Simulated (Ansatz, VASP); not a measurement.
# WS2: VASP beside Ansatz, part 2 of 2

One calculation is typed for both programs; each brings its own data sets. How far apart do they land? Of the first pair: The structure shown is the end of the Ansatz relaxation below.

VASP 6.6.1 and Ansatz 0.2.0.

So far: Starting point; Ansatz: relaxation, LDA; VASP: single point, LDA, relaxed cell, pair 1; Side by side.

### Step 5. Ansatz: relaxation, LDA

Level of this step: Ansatz beside VASP: Kohn-Sham DFT, plane waves, LDA (Ansatz).

The two programs are compared at the cell with which this relaxation starts, whose forces are those of its first step.

The structure compared here is the start of the Ansatz relaxation; VASP solves that cell, so the two are compared at the walk's first step.

Input file input.yaml:

```yaml
crystal:
  lattice:
    - [3.17, 0.0, 0.0]
    - [-1.585, 2.7453, 0.0]
    - [0.0, 0.0, 20.0]
  atoms:
    - { symbol: W, position: [0.333333, 0.666667, 0.5] }
    - { symbol: S, position: [0.666667, 0.333333, 0.5775] }
    - { symbol: S, position: [0.666667, 0.333333, 0.4225] }
  periodic: [true, true, false]
kpoints:
  mp_grid: { grid: [12, 12, 1] }
hamiltonian:
  xc: lda
scf:
  occupations: { method: gaussian, width: 0.02 }
output:
  forces: true
  stress: true
  eigenvalues: true
  write_density: true
  write_potential: true
  elf: true
  volumetric_format: npy
relax:
  adjacent_minimum: "off"
  f_tol: 0.005
  max_steps: 80
  cell: { stress_2d_tol: 0.02 }
```

Launch:

```console
ansatz run input.yaml --threads 8 --pin off --max-ram 14336MiB --backend cpu --events-out ev --progress --plain --runs-dir out
```

Numbers of over 12 decimals in the logs are rounded to 6 here.

The program printed:

```text
[...]
--- Band table (eV; the first three rows and the last of 19) ---
[...]
--- Relaxed structure (4 steps of the walk, 4 accepted, 1 SCFs on fresh bases) ---
[...]
cell:  # Å, volume = 253.7859 Å³
    - [3.125416, 0.0, 0]
    - [-1.562708, 2.706689, 0]
    - [0, 0, 30.0]
  atoms:
    - { symbol: W, position: [0.333333, 0.666667, 0.333333] }
    - { symbol: S, position: [0.666667, 0.333333, 0.385352] }
    - { symbol: S, position: [0.666667, 0.333333, 0.281315] }
[key lines of the parts left out:]
SCF converged after 6 iterations
Free energy (F): -11871.583325 eV
Fermi energy:    -4.952135 eV
P = ½ c Tr σ = -0.0054 N/m
```

### Step 6. VASP: single point, LDA, start cell, pair 2

The same cell, functional (in two slightly different forms), mesh and smearing now go to VASP, with its own data sets.

Input file INCAR:

```
SYSTEM = WS2
PREC = Accurate
ENCUT = 520
EDIFF = 1E-06
NELM = 120
ISMEAR = 0
SIGMA = 0.02
LREAL = .FALSE.
ALGO = Normal
GGA = PW92
NBANDS = 15
LASPH = .TRUE.
LORBIT = 11
LWAVE = .FALSE.
LCHARG = .FALSE.
ISIF = 2
LDIPOL = .TRUE.
IDIPOL = 3
DIPOL = 0.5 0.5 0.333
LVHAR = .TRUE.
GGA_COMPAT = .FALSE.
EFERMI = MIDGAP
NELMDL = -8
```

Input file POSCAR:

```
WS2
1.0
    3.1700000000      0.0000000000      0.0000000000
   -1.5850000000      2.7453000000      0.0000000000
    0.0000000000      0.0000000000     30.0000000000
W S
1 2
Direct
    0.3333333333      0.6666666667      0.3333333333
    0.6666666666      0.3333333334      0.3849999999
    0.6666666666      0.3333333334      0.2816666666
```

Input file KPOINTS:

```
Automatic mesh
0
Gamma
12 12 1
0 0 0
```

The projector-augmented-wave data sets are W and S (LDA family, release 64).

Launch:

```console
mpirun -np 1 vasp_std
```

The program printed:

```text
[banner, memory and clock lines left out]
running    1 mpi-ranks, on    1 nodes
[...]
[... a notice as in an earlier step ...]

 LDA part: xc-table for (Slater(with rela. corr.)+PW92), standard interpolation
 POSCAR, INCAR and KPOINTS ok, starting setup
[...]
entering main loop
       N       E                     dE             d eps       ncg     rms          rms(c)
DAV:   1     0.140578170690E+03    0.14058E+03   -0.58091E+03   570   0.848E+02
DAV:   2    -0.816947654858E+01   -0.14875E+03   -0.13832E+03   979   0.161E+02
DAV:   3    -0.272347840621E+02   -0.19065E+02   -0.18918E+02   787   0.727E+01
DAV:   4    -0.276247424346E+02   -0.38996E+00   -0.38849E+00   745   0.132E+01
[...]
DAV:  24    -0.262105766351E+02   -0.15850E-05   -0.43683E-08   621   0.757E-04    0.169E-04
DAV:  25    -0.262105780981E+02   -0.14630E-05   -0.33174E-08   537   0.546E-04    0.236E-04
DAV:  26    -0.262105786481E+02   -0.55009E-06   -0.10551E-08   572   0.350E-04
   1 F= -.26210579E+02 E0= -.26210579E+02  d E =0.000000E+00
```

OUTCAR, selected parts (step 6):

```text
  Total       -1.6745904     -1.6745897     -0.4788907      0.0000000     -0.0000000      0.0000000
  in kB      -10.2765857    -10.2765817     -2.9388450      0.0000000     -0.0000000      0.0000000
  external PRESSURE =      -7.8306708 kB  Pullay stress =       0.0000000 kB

 POSITION                                       TOTAL-FORCE (eV/Angst)
 -----------------------------------------------------------------------------------
     -0.00000      1.83020     10.00000         0.000000      0.000000      0.000000
      1.58500      0.91510     11.55000        -0.000000     -0.000000     -0.146478
      1.58500      0.91510      8.45000         0.000000     -0.000000      0.146478
 -----------------------------------------------------------------------------------
    total drift:                                0.000000      0.000002      0.000042

  FREE ENERGIE OF THE ION-ELECTRON SYSTEM (eV)
  ---------------------------------------------------
  free  energy   TOTEN  =       -26.2105786481 eV

  energy  without entropy=      -26.2105786481  energy(sigma->0) =      -26.21057865

[... 1 part as in an earlier step ...]

[... 2 further parts left out ...]
[key lines of the parts left out:]
E-fermi :  -2.7236
```

The run ends at a pressure of -0.78 GPa, with forces up to 0.15 eV/Å.

### Step 7. Comparison

What differs besides the data sets and the points named for the pairs above, as far as they apply: the data sets hold 26 valence electrons in Ansatz (on its default PAW (the set named soft_2) files) and 18 in VASP; Ansatz takes its cutoff from its data sets, VASP runs at 520 eV. Total energies have different zeros and are not compared.

Forces (eV/Å; atoms numbered as in POSCAR):

| atom | Ansatz x, y, z | VASP x, y, z |
| --- | --- | --- |
| W1 | 0.000, 0.000, 0.000 | 0.000, 0.000, 0.000 |
| S2 | 0.000, 0.000, -0.119 | 0.000, 0.000, -0.146 |
| S3 | 0.000, 0.000, 0.119 | 0.000, 0.000, 0.146 |

The forces differ by 13 meV/Å r.m.s., which is 19.0 % of the r.m.s. force of 0.069 eV/Å (both taken over all components). With vacuum in the cell, a pressure given here is an average over mostly empty space and none of the material.

### Step 8. Other set-ups

Further runs change the set-up of one program: Ansatz's method, potentials or start, or VASP's data sets, cutoff or form of LDA. The table gives that difference for each run.

| run | r.m.s. force difference (meV/Å) |
| --- | --- |
| as above | 13 |
| VASP with the data sets W_sv and S and a cutoff of 400 eV | 13 |

### Step 9. Results

| Item | Value |
| --- | --- |
| difference in gap on the k mesh (single point, LDA, relaxed cell, pair 1) | -0.0090 eV |
| r.m.s. force difference (single point, LDA, relaxed cell, pair 1) | 8.3 meV/Å |
| r.m.s. force difference (single point, LDA, start cell, pair 2) | 13 meV/Å |

**Reading.** The r.m.s. force difference is 13 meV/Å (single point, LDA, start cell, pair 2), beyond the 12 meV/Å picked in this series as the mark of a large difference. The data sets hold unlike numbers of valence electrons (26 in Ansatz and 18 in VASP), so part of the differences comes from the potentials. 1 further run of this series is not shown here. How closely two codes agree says nothing of how well the functional describes the real material.

[Lines on the potential files, build, host, timing and source positions are cut from VASP's logs without a mark.]

[Logs are printed without paths, hosts, clocks, repeated set-up lines and the standing remarks that a program may print on its own settings, such as how far it seeks lower states.]

[Hosts, paths, dates, database ids (printed as entryN), source tags and the programs' standing remarks are cut or masked in the printed files.]

[Rows of further runs with another cutoff or data set may stand on the cell that Ansatz relaxed, not on the start cell of the pair above them.]
